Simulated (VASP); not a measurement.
Here is the system:

```xyz
6
Lattice="1.7813 -3.0852 0.0000 1.7813 3.0852 0.0000 0.0000 0.0000 14.6149" Properties=species:S:1:pos:R:3 pbc="T T T"
Te     1.7813     1.0284    12.7512
Te     1.7813    -1.0284     5.4437
Te     1.7813    -1.0284     1.8637
Te     1.7813     1.0284     9.1712
Mo     1.7813     1.0284     3.6537
Mo     1.7813    -1.0284    10.9612
```

All values below come from r2SCAN meta-GGA, VASP's PBE PAW potentials (set 64) (plane waves; VASP). Run with 400 eV cut-off, 8×8×2 Γ-centred mesh, tetrahedra with Blöchl corrections, potentials Te Mo_sv.

The cores are frozen, which limits the accuracy of field gradients.

Task: Give the principal components of the electric field gradient (V/Å²) and the asymmetry η at each nucleus.

Result: 
```json
[
 {"atom": "Te1", "Vxx": "98.9", "Vyy": "98.9", "Vzz": "-197.7", "η": "0.00"},
 {"atom": "Te2", "Vxx": "98.9", "Vyy": "98.9", "Vzz": "-197.7", "η": "0.00"},
 {"atom": "Te3", "Vxx": "98.9", "Vyy": "98.9", "Vzz": "-197.7", "η": "0.00"},
 {"atom": "Te4", "Vxx": "98.9", "Vyy": "98.9", "Vzz": "-197.7", "η": "0.00"},
 {"atom": "Mo5", "Vxx": "39.3", "Vyy": "39.3", "Vzz": "-78.5", "η": "0.00"},
 {"atom": "Mo6", "Vxx": "39.3", "Vyy": "39.3", "Vzz": "-78.5", "η": "0.00"}
]
```

The compound is MoTe2 in the 2H layered structure. It was relaxed first, which changed the volume by +7 %.
